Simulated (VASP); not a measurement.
A VASP calculation is set up with these files.

### KPOINTS
```
Automatic mesh
0
Gamma
11 11 4
0 0 0
```

POSCAR:
```
C
1
    1.2300000000    -2.1304220000     0.0000000000
    1.2300000000     2.1304220000     0.0000000000
    0.0000000000     0.0000000000     6.7100000000
C
4
Direct
  0.0000000000   0.0000000000   0.2500000000
  0.0000000000   0.0000000000   0.7500000000
  0.3333330000   0.6666670000   0.2500000000
  0.6666670000   0.3333330000   0.7500000000
```

### INCAR
```
SYSTEM = C
PREC = Accurate
ENCUT = 520
EDIFF = 1E-6
NELM = 100
ALGO = Normal
LREAL = .FALSE.
LASPH = .TRUE.
ISMEAR = 0
SIGMA = 0.8
GGA = PE
LWAVE = .FALSE.
LCHARG = .FALSE.
ISIF = 2
```

POTCAR, in this order: C (PBE.64 set). Program: vasp_std.

The run wrote:

File standard output:
```
 POSCAR found type information on POSCAR C
 POSCAR found :  1 types and       4 ions
 Reading from existing POTCAR
 Reading from existing POTCAR
 LDA part: xc-table for (Slater+PW92), standard interpolation
 POSCAR, INCAR and KPOINTS ok, starting setup
 WAVECAR not read
 entering main loop
       N       E                     dE             d eps       ncg     rms          rms(c)
DAV:   1     0.480712509663E+02    0.48071E+02   -0.83895E+03  1160   0.123E+03
DAV:   2    -0.354780028331E+02   -0.83549E+02   -0.77062E+02  1640   0.232E+02
DAV:   3    -0.392165456987E+02   -0.37385E+01   -0.37088E+01  1468   0.495E+01
DAV:   4    -0.392628780291E+02   -0.46332E-01   -0.46268E-01  1436   0.636E+00
DAV:   5    -0.392639241971E+02   -0.10462E-02   -0.10458E-02  1416   0.922E-01    0.900E+00
DAV:   6    -0.374293091261E+02    0.18346E+01   -0.18087E+00  1352   0.938E+00    0.527E+00
DAV:   7    -0.368472644070E+02    0.58204E+00   -0.19969E+00  1352   0.997E+00    0.142E+00
DAV:   8    -0.368546031763E+02   -0.73388E-02   -0.60523E-02  1332   0.170E+00    0.102E-01
DAV:   9    -0.368545266840E+02    0.76492E-04   -0.12385E-03  1452   0.290E-01    0.563E-02
DAV:  10    -0.368547217091E+02   -0.19503E-03   -0.26309E-04  1376   0.141E-01    0.302E-02
DAV:  11    -0.368547201962E+02    0.15129E-05   -0.28897E-06  1344   0.148E-02    0.324E-03
DAV:  12    -0.368547203544E+02   -0.15813E-06   -0.46871E-07   972   0.632E-03
   1 F= -.36854720E+02 E0= -.36836045E+02  d E =-.373504E-01
```

### OUTCAR
```
------------------------ aborting loop because EDIFF is reached ----------------------------------------
  FORCE on cell =-STRESS in cart. coord.  units (eV):
  Direction    XX          YY          ZZ          XY          YZ          ZX
  --------------------------------------------------------------------------------------
  Total        0.8316362      0.8316358      0.7498963     -0.0000000      0.0000000     -0.0000000
  in kB       37.8896584     37.8896408     34.1655570     -0.0000000      0.0000000     -0.0000000
  external PRESSURE =      36.6482854 kB  Pullay stress =       0.0000000 kB
  volume of cell :       35.17
      direct lattice vectors                 reciprocal lattice vectors
     1.230000000 -2.130422000  0.000000000     0.406504065 -0.234695286  0.000000000
     1.230000000  2.130422000  0.000000000     0.406504065  0.234695286  0.000000000
     0.000000000  0.000000000  6.710000000     0.000000000  0.000000000  0.149031297
 POSITION                                       TOTAL-FORCE (eV/Angst)
 -----------------------------------------------------------------------------------
      0.00000      0.00000      1.67750         0.000000     -0.000000     -0.000000
      0.00000      0.00000      5.03250         0.000000     -0.000000      0.000000
      1.23000      0.71014      1.67750        -0.000000      0.000000     -0.000000
      1.23000     -0.71014      5.03250         0.000000     -0.000000      0.000000
 -----------------------------------------------------------------------------------
    total drift:                               -0.000000     -0.000000      0.000000
  FREE ENERGIE OF THE ION-ELECTRON SYSTEM (eV)
  ---------------------------------------------------
  free  energy   TOTEN  =       -36.8547203544 eV

  energy  without entropy=      -36.8173700000  energy(sigma->0) =      -36.83604518
```
(Selected blocks of OUTCAR.)

Question: Read input and log: which fault does this run have?
A) ICHARG = 11 asks for a fixed density, but there is no CHGCAR
B) SIGMA is far too large
C) the Γ-only program was given a k-mesh
D) LEPSILON was set for a metal

Answer: B, SIGMA is far too large. The run ends without an error. Against the sound run, the energy per atom (σ→0) goes up by 0.002 eV/atom; the pressure goes up by 0.10 GPa.

To mend it, set ISMEAR = 1, set SIGMA = 0.1.

The mended run (PBE GGA, plane waves, VASP's PBE PAW potentials (set 64)) converges, and its OSZICAR ends with
```
   1 F= -.36844976E+02 E0= -.36845056E+02  d E =0.239493E-03
```

The compound is C in the graphite structure. The cell was not relaxed at this level.
